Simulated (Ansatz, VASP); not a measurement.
## NbRu3C: VASP beside Ansatz

```xyz
5
Lattice="4.0102 0.0000 0.0000 0.0000 4.0102 0.0000 0.0000 0.0000 4.0102" Properties=species:S:1:pos:R:3 pbc="T T T"
Ru    2.0051    2.0051    0.0000
Ru    2.0051    0.0000    2.0051
Ru    0.0000    2.0051    2.0051
Nb    0.0000    0.0000    0.0000
C     2.0051    2.0051    2.0051
```

Change from the starting cell: volume scaled by 0.96.

Alike in both runs: task single point; functional PBEsol; k mesh 7 × 7 × 7; occupations fermi-dirac, width 0.05 eV; no spin polarisation.

```csv
,VASP,Ansatz
version,VASP 6.6.1,Ansatz 0.2.0
potentials or method,"VASP PAW PBE potentials, release 64 (Ru_pv, Nb_sv, C)",Ansatz PAW
plane-wave cutoff (eV),520,420
valence electrons in the cell,59,65
```

|  | VASP | Ansatz | Ansatz less VASP |
| --- | --- | --- | --- |
| gap on the k mesh at the Fermi level (eV) | none | none | - |
| pressure (GPa) | -0.4 | -0.4 | +0.05 |

A gap of «none» marks a metal or a gap that the smearing closes. The functional is the same, so the differences come from potentials, cutoffs and numerics. The two sets of potentials don't hold the same shells in valence.

Caveats: the PAW data sets were made with another functional, which shifts forces and pressure a little (VASP); the PAW data sets come from PBE, with cores solved anew for the run's functional, which leaves a small shift of forces and pressure (Ansatz).
